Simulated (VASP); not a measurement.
A run of VASP 6.6.1 is set up as follows.

Contents of INCAR:

```
SYSTEM = Si
PREC = Accurate ; ENCUT = 520
EDIFF = 1E-6 ; ISMEAR = 0
SIGMA = 0.01 ; LREAL = .False.
LASPH = .True. ; NELM = 100
ALGO = Normal ; ISIF = 2
LWAVE = .False. ; LCHARG = .False.
GGA = PE ; NBANDS = 11
```

File KPOINTS:

```
regular mesh
0
Gamma
  10 10 10
  0 0 0
```

Contents of POSCAR:

```
Si
1.0
    0.0000000000      2.7351084682      2.7351084682
    2.7351084682      0.0000000000      2.7351084682
    2.7351084682      2.7351084682      0.0000000000
Si
2
Direct
    0.0000000000      0.0000000000      0.0000000000
    0.2500000000      0.2500000000      0.2500000000
```

Potentials or basis: VASP PAW PBE potentials, release 64 (Si).

Run with:

```sh
$ cat potpaw_PBE.64/Si/POTCAR > POTCAR
$ mpirun -np 1 vasp_std > vasp.out
```

Task: What does it give for the pressure?

Result: -0.1 GPa.

Task: What does it give for the band gap on the k mesh?

Result: 0.62 eV, indirect (least direct gap 2.56 eV).

A k mesh can miss the band edges. PBE gaps usually lie below the measured ones, often by a third to a half.
